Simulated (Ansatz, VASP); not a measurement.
## Two plane-wave programs on Sn2TeS

```
CELL_PARAMETERS angstrom
4.29209 0.00000 0.00000
-2.14605 3.71706 0.00000
0.00000 0.00000 14.71693
ATOMIC_POSITIONS crystal
Sn 0.33333 0.66667 0.63439
Sn 0.66667 0.33333 0.13439
Sn 0.66667 0.33333 0.36561
Sn 0.33333 0.66667 0.86561
Te 0.00000 0.00000 0.00000
Te 0.00000 0.00000 0.50000
S 0.33333 0.66667 0.25000
S 0.66667 0.33333 0.75000
```

Change from the starting cell: species swapped into the RbYTe2 type (P6_3/mmc, No. 194).

Alike in both runs: functional PBE; k mesh 6 × 6 × 2; occupations gaussian, width 0.1 eV; no spin polarisation.

Ansatz relaxed the structure, and its values are those at the end. VASP's run is a single point on that final structure, the one shown.

```csv
,VASP,Ansatz
version,VASP 6.6.1,Ansatz 0.2.0
potentials or method,"VASP PAW PBE potentials, release 64 (Sn_d, Te, S)","scalar-relativistic, plane waves, PAW"
plane-wave cutoff (eV),520,420
valence electrons in the cell,80,100
```

```tsv
	VASP	Ansatz	Ansatz less VASP
gap on the k mesh at the Fermi level (eV)	none	none	-
pressure (GPa)	-0.2	-0.2	+0.03
rms of the force components (eV/Å)	0.013	0.012	-0.0008
```

A gap of «none» marks a metal or a gap that the smearing closes. The two sets of potentials don't hold the same shells in valence.

The runs have no spin-orbit coupling, so splittings on Te are missing.
